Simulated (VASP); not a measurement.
# Si2B3Te in VASP: further runs

Runs on Si2B3Te. Level: PBE. Tasks: single point.

Program: VASP 6.6.1. These are calculated values, not measurements. Logs are shortened: lines on timing, memory, paths and dates and some standing lists are left out, and cuts for length are marked.

### Step 1. Starting point

The cell holds a sheet with vacuum, 6 atoms: a = 6.502 Å, b = 6.502 Å, c = 23.800 Å, α = 90.00°, β = 90.00°, γ = 120.00°.

The cell was built by a generator and needn't be a form met in nature.

### Step 2. Single point, PBE

Contents of INCAR:

```
ALGO = Fast
DIPOL = 0.5 0.5 0.294
EDIFF = 1E-6
ENCUT = 520
GGA = PE
IDIPOL = 3
ISIF = 2
ISMEAR = 0
LASPH = True
LCHARG = False
LDIPOL = True
LREAL = False
LWAVE = False
NBANDS = 20
NELM = 100
PREC = Accurate
SIGMA = 0.1
```

Contents of KPOINTS:

```
k-points
0
Gamma
  6 6 1
```

Contents of POSCAR:

```
Si2B3Te
1.0
    6.5016584474      0.0000000000      0.0000000000
   -3.2508292237      5.6306013821      0.0000000000
    0.0000000000      0.0000000000     23.8000000000
Si B Te
2 3 1
Direct
    0.3333333333      0.6666666667      0.2941176471
    0.6666666667      0.3333333333      0.2941176471
    0.5000000000      0.0000000000      0.2941176471
    0.0000000000      0.5000000000      0.2941176471
    0.5000000000      0.5000000000      0.2941176471
    0.0000000000      0.0000000000      0.2941176471
```

Potentials or basis: VASP PAW PBE potentials, release 64 (Si, B, Te).

Run with:

```console
$ cat potpaw_PBE.64/Si/POTCAR potpaw_PBE.64/B/POTCAR potpaw_PBE.64/Te/POTCAR > POTCAR
$ mpirun -np 1 vasp_std > vasp.out
```

OUTCAR:

```text
EDIFF = 1E-6
   ENCUT = 520
   GGA = PE
   ISIF = 2
   ISMEAR = 0
   LASPH = True
   LREAL = False
   NELM = 100
   PREC = Accurate

 ion  position               nearest neighbor table
   1  0.333  0.667  0.294-   3 1.88   4 1.88   5 1.88
   2  0.667  0.333  0.294-   3 1.88   4 1.88   5 1.88
   3  0.500  0.000  0.294-   1 1.88   2 1.88
   4  0.000  0.500  0.294-   1 1.88   2 1.88
   5  0.500  0.500  0.294-   1 1.88   2 1.88
   6  0.000  0.000  0.294-

  LATTYP: Found a hexagonal cell.
 ALAT       =     6.5016584474
 C/A-ratio  =     3.6606044739

  Lattice vectors:

 A1 = (   6.5016584474,   0.0000000000,   0.0000000000)
 A2 = (  -3.2508292237,   5.6306013821,   0.0000000000)
 A3 = (   0.0000000000,   0.0000000000,  23.8000000000)

Analysis of symmetry for initial positions (statically):
=====================================================================
 Subroutine PRICEL returns:
 Original cell was already a primitive cell.

 Routine SETGRP: Setting up the symmetry group for a
 hexagonal supercell.

 Subroutine GETGRP returns: Found 24 space group operations
 (whereof 12 operations were pure point group operations)
 out of a pool of 24 trial point group operations.

The static configuration has the point symmetry C_6v.
 The point group associated with its full space group is D_6h.

Analysis of symmetry for dynamics (positions and initial velocities):
=====================================================================
 Subroutine PRICEL returns:
 Original cell was already a primitive cell.

 Routine SETGRP: Setting up the symmetry group for a
 hexagonal supercell.

 Subroutine GETGRP returns: Found 24 space group operations
 (whereof 12 operations were pure point group operations)
 out of a pool of 24 trial point group operations.

The dynamic configuration has the point symmetry C_6v.
 The point group associated with its full space group is D_6h.

 Subroutine INISYM returns: Found 24 space group operations
 (whereof 12 operations are pure point group operations),
 and found     1 'primitive' translations

----------------------------------------------------------------------------------------

                                     Primitive cell

  volume of cell :     871.2763

  direct lattice vectors                    reciprocal lattice vectors
     6.501658447  0.000000000  0.000000000     0.153806911  0.088800461  0.000000000
    -3.250829224  5.630601382  0.000000000     0.000000000  0.177600923  0.000000000
     0.000000000  0.000000000 23.800000000     0.000000000  0.000000000  0.042016807

  length of vectors
     6.501658447  6.501658447 23.800000000     0.177600923  0.177600923  0.042016807

  position of ions in fractional coordinates (direct lattice)
     0.333333333  0.666666667  0.294117647
     0.666666667  0.333333333  0.294117647
     0.500000000  0.000000000  0.294117647
     1.000000000  0.500000000  0.294117647
     0.500000000  0.500000000  0.294117647
     0.000000000  0.000000000  0.294117647

  ion indices of the primitive-cell ions
   primitive index   ion index
                 1           1
                 2           2
                 3           3
                 4           4
                 5           5
                 6           6

----------------------------------------------------------------------------------------

 KPOINTS: k-points

Automatic generation of k-mesh.
 Grid dimensions read from file:
 generate k-points for:    6    6    1

 Generating k-lattice:

  Cartesian coordinates                     Fractional coordinates (reciprocal lattice)
     0.025634485  0.014800077  0.000000000     0.166666667  0.000000000  0.000000000
     0.000000000  0.029600154  0.000000000     0.000000000  0.166666667  0.000000000
     0.000000000  0.000000000  0.042016807     0.000000000  0.000000000  1.000000000

  Length of vectors
     0.029600154  0.029600154  0.042016807

  Shift w.r.t. Gamma in fractional coordinates (k-lattice)
     0.000000000  0.000000000  0.000000000

 Subroutine IBZKPT returns following result:
 ===========================================

 Found      7 irreducible k-points:

 Following reciprocal coordinates:
            Coordinates               Weight
  0.000000  0.000000  0.000000      1.000000
  0.166667  0.000000  0.000000      6.000000
  0.333333  0.000000  0.000000      6.000000
  0.500000  0.000000  0.000000      3.000000
  0.166667  0.166667  0.000000      6.000000
  0.333333  0.166667  0.000000     12.000000
  0.333333  0.333333  0.000000      2.000000
   k-points           NKPTS =      7   k-points in BZ     NKDIM =      7   number of bands    NBANDS=     20
   number of dos      NEDOS =    301   number of ions     NIONS =      6
   total plane-waves  NPLWV = 414720
   dimension x,y,z NGX =    48 NGY =   48 NGZ =  180
   dimension x,y,z NGXF=    96 NGYF=   96 NGZF=  360
   ions per type =               2   3   1
   NGX,Y,Z   is equivalent  to a cutoff of  12.27, 12.27, 12.57 a.u.
   NGXF,Y,Z  is equivalent  to a cutoff of  24.55, 24.55, 25.15 a.u.
 SYSTEM =  unknown system
   PREC   = accura    normal or accurate (medium, high low for compatibility)
   ISTART =      0    job   : 0-new  1-cont  2-samecut
   ICHARG =      2    charge: 1-file 2-atom 10-const
   ISPIN  =      1    spin polarized calculation?
   LNONCOLLINEAR =      F non collinear calculations
   LSORBIT =      F    spin-orbit coupling
   LASPH  =      T    aspherical Exc in radial PAW
   ENCUT  =  520.0 eV  38.22 Ry    6.18 a.u.  12.09 12.09 44.25*2*pi/ulx,y,z
   NELM   =    100;   NELMIN=  2; NELMDL= -5     # of ELM steps
   EDIFF  = 0.1E-05   stopping-criterion for ELM
[... 8 lines left out ...]
   TEBEG  =    0.0;   TEEND  =   0.0 temperature during run
   PSTRESS=    0.0 pullay stress
   NELECT =      23.0000    total number of electrons
   NUPDOWN=      -1.0000    fix difference up-down
   EMIN   =  10.00;   EMAX   =-10.00  energy-range for DOS
   EFERMI =   0.00;   METHOD = LEGACY
   ISMEAR =     0;   SIGMA  =   0.10  broadening in eV -4-tet -1-fermi 0-gaus
   EFERMI_NEDOS =   21; number of points for ismear=-14 and -15
   IALGO  =     68    algorithm
   IMIX   =      4    mixing-type and parameters
     AMIX     =   0.40;   BMIX     =  1.00
     AMIX_MAG =   1.60;   BMIX_MAG =  1.00
  volume/ion in A,a.u.               =     145.21       979.94
  Fermi-wavevector in a.u.,A,eV,Ry     =   0.487452  0.921151  3.232877  0.237610
  Thomas-Fermi vector in A             =   1.488744
   LORBIT       =      0    0 simple, 1 ext, 2 COOP (PROOUT), +10 PAW based schemes
   GGA     = PE    functional components
   LHFCALC =     F    Hartree Fock is set to
   AEXX    =    0.0000 exact exchange contribution
   IVDW    =     0    specifies the selected vdW correction
   LEPSILON=     F    determine dielectric tensor
   LRPA    =     F    only Hartree local field effects (RPA)
 non-spin polarized calculation
 RMM-DIIS sequential band-by-band and
 Gauss-broadening in eV      SIGMA  =   0.10
  energy-cutoff  :      520.00
  volume of cell :      871.28
 maximum number of plane-waves:     23489
   NGX = 25   NGY = 25   NGZ = 89

 dipolmoment           0.000000      0.000000     -0.000004 electrons x Angstroem

 number of electron      23.0000000 magnetization

 dipolmoment           0.000000      0.000000      0.000007 electrons x Angstroem

 Free energy of the ion-electron system (eV)
  ---------------------------------------------------
  ext. energy  EPLUGINS =         0.00000000
  ---------------------------------------------------
  free energy    TOTEN  =       -26.14257012 eV

  energy without entropy =      -26.11816964  energy(sigma->0) =      -26.13036988

 E-fermi :  -4.3054     XC(G=0):  -1.7363

 val. band max:       -4.4243399237   @ k =   0.1667   0.1667   0.0000
 cond. band min:      -4.3022430023   @ k =   0.5000   0.0000   0.0000
 fundamental gap:      0.1220969214
 Fermi energy:        -4.3053570921

 k-point     1 :       0.0000    0.0000    0.0000
  band No.  band energies     occupation
      1     -14.8166      2.00000
      2     -13.0720      2.00000
      3     -12.1605      2.00000
      4     -10.4781      2.00000
      5     -10.4781      2.00000
      6      -7.9598      2.00000
      7      -7.9598      2.00000
      8      -6.4813      2.00000
      9      -5.2395      2.00000
     10      -5.2395      2.00000
     11      -4.2126      0.18951
     12      -3.0322      0.00000
     13      -3.0322      0.00000
     14      -2.8186      0.00000
     15      -1.2925      0.00000
     16      -0.8922      0.00000
     17      -0.8922      0.00000
     18      -0.0339      0.00000
     19       0.5959      0.00000
     20       0.9875      0.00000

 k-point     2 :       0.1667    0.0000    0.0000
  band No.  band energies     occupation
      1     -14.7226      2.00000
      2     -13.1680      2.00000
      3     -12.4270      2.00000
      4     -10.5373      2.00000
      5     -10.1761      2.00000
      6      -7.7555      2.00000
      7      -7.7138      2.00000
      8      -6.3754      2.00000
      9      -5.4516      2.00000
     10      -5.2992      2.00000
     11      -4.2993      0.93217
     12      -3.8337      0.00000
     13      -3.0527      0.00000
     14      -1.8987      0.00000
     15      -1.7201      0.00000
     16      -1.4764      0.00000
     17      -1.0389      0.00000
     18       0.1088      0.00000
     19       0.9445      0.00000
     20       1.1096      0.00000

 k-point     3 :       0.3333    0.0000    0.0000
  band No.  band energies     occupation
      1     -14.4559      2.00000
      2     -13.4614      2.00000
      3     -12.8193      2.00000
      4     -10.6416      2.00000
      5      -9.5254      2.00000
      6      -7.6116      2.00000
      7      -7.2756      2.00000
      8      -6.0679      2.00000
      9      -5.5171      2.00000
     10      -5.3448      2.00000
     11      -4.8087      2.00000
     12      -4.2400      0.35511
     13      -3.0923      0.00000
     14      -2.7596      0.00000
     15      -2.3519      0.00000
     16      -1.3031      0.00000
     17      -0.8404      0.00000
     18       0.4881      0.00000
     19       1.4718      0.00000
     20       2.1430      0.00000

 k-point     4 :       0.5000    0.0000    0.0000
  band No.  band energies     occupation
      1     -14.1785      2.00000
      2     -13.7818      2.00000
      3     -12.9519      2.00000
      4     -10.6884      2.00000
      5      -9.0358      2.00000
      6      -7.9467      2.00000
      7      -6.9453      2.00000
      8      -5.7334      2.00000
      9      -5.7133      2.00000
     10      -5.3199      2.00000
     11      -4.4828      1.98790
     12      -4.3022      0.96487
     13      -3.9645      0.00000
     14      -3.1115      0.00000
     15      -2.5961      0.00000
     16      -1.4297      0.00000
     17      -0.1531      0.00000
     18       0.9576      0.00000
     19       1.2341      0.00000
     20       1.5191      0.00000

 k-point     5 :       0.1667    0.1667    0.0000
  band No.  band energies     occupation
      1     -14.5415      2.00000
      2     -13.3316      2.00000
      3     -12.7888      2.00000
      4     -10.5292      2.00000
      5      -9.7845      2.00000
      6      -7.5957      2.00000
      7      -7.3771      2.00000
      8      -6.1677      2.00000
      9      -5.5519      2.00000
     10      -5.3403      2.00000
     11      -4.4538      1.96423
     12      -4.4243      1.90756
     13      -3.0042      0.00000
     14      -2.4440      0.00000
     15      -2.0756      0.00000
     16      -1.4161      0.00000
     17      -1.1403      0.00000
     18       0.3705      0.00000
     19       1.3539      0.00000
     20       1.4762      0.00000

 k-point     6 :       0.3333    0.1667    0.0000
  band No.  band energies     occupation
      1     -14.2307      2.00000
      2     -13.6168      2.00000
      3     -13.1180      2.00000
      4     -10.5100      2.00000
      5      -9.1906      2.00000
      6      -8.0275      2.00000
      7      -6.9156      2.00000
      8      -5.7816      2.00000
      9      -5.4415      2.00000
     10      -5.0992      2.00000
     11      -4.8886      2.00000
     12      -4.5697      1.99981
     13      -3.5480      0.00000
     14      -2.9419      0.00000
     15      -2.6163      0.00000
     16      -1.8093      0.00000
     17      -0.2312      0.00000
     18       0.8536      0.00000
     19       1.4819      0.00000
     20       1.5678      0.00000

 k-point     7 :       0.3333    0.3333    0.0000
  band No.  band energies     occupation
      1     -14.0672      2.00000
      2     -13.5147      2.00000
      3     -13.5147      2.00000
      4     -10.3579      2.00000
      5      -8.7033      2.00000
      6      -8.7033      2.00000
      7      -6.7279      2.00000
      8      -5.3847      2.00000
      9      -5.3847      2.00000
     10      -4.8857      2.00000
     11      -4.8857      2.00000
     12      -4.8664      2.00000
     13      -3.9651      0.00000
     14      -2.8114      0.00000
     15      -2.5336      0.00000
     16      -2.5336      0.00000
     17       0.5631      0.00000
     18       0.5631      0.00000
     19       1.3698      0.00000
     20       1.3698      0.00000

------------------------ aborting loop because EDIFF is reached ----------------------------------------

 vacuum level on the upper side and lower side of the slab       (xc-potential included)        -0.006        -0.006

  FORCE on cell =-STRESS in cart. coord.  units (eV):
  Direction    XX          YY          ZZ          XY          YZ          ZX
  --------------------------------------------------------------------------------------
  -------------------------------------------------------------------------------------
  Total       -0.0929343     -0.0929343     -0.0146887      0.0000000      0.0000000      0.0000000
  in kB       -0.1708956     -0.1708956     -0.0270109      0.0000000      0.0000000      0.0000000
  external PRESSURE =      -0.1229340 kB  Pullay stress =       0.0000000 kB

 VOLUME and BASIS-vectors are now :
 -----------------------------------------------------------------------------
  energy-cutoff  :      520.00
  volume of cell :      871.28
      direct lattice vectors                 reciprocal lattice vectors
     6.501658447  0.000000000  0.000000000     0.153806911  0.088800461  0.000000000
    -3.250829224  5.630601382  0.000000000     0.000000000  0.177600923  0.000000000
     0.000000000  0.000000000 23.800000000     0.000000000  0.000000000  0.042016807

 POSITION                                       TOTAL-FORCE (eV/Angst)
 -----------------------------------------------------------------------------------
     -0.00000      3.75373      7.00000        -0.000000      0.000000     -0.000000
      3.25083      1.87687      7.00000         0.000000     -0.000000     -0.000000
      3.25083      0.00000      7.00000        -0.000000     -0.000000     -0.000000
     -1.62541      2.81530      7.00000        -0.000000     -0.000000      0.000000
      1.62541      2.81530      7.00000         0.000000     -0.000000      0.000000
      0.00000      0.00000      7.00000         0.000000     -0.000000      0.000000
 -----------------------------------------------------------------------------------
    total drift:                               -0.000000     -0.000000      0.000027

  FREE ENERGIE OF THE ION-ELECTRON SYSTEM (eV)
  ---------------------------------------------------
  free  energy   TOTEN  =       -26.1425701216 eV

  energy  without entropy=      -26.1181696438  energy(sigma->0) =      -26.13036988

 vacuum level on the upper side and lower side of the slab         1.197         1.197
```

Wall time 12 min (1 thread of Intel Xeon Platinum 8375C at 2.90GHz (Ice Lake), shared host); peak memory 0.88 GiB.

Results:

```yaml
Free_energy: -26.1426 eV
Band_gap_on_the_k_mesh: none (metal or under the smearing width)
```

Spin-orbit coupling is left out, which matters for the levels of Te.

(Continued in part 2 of 2.)
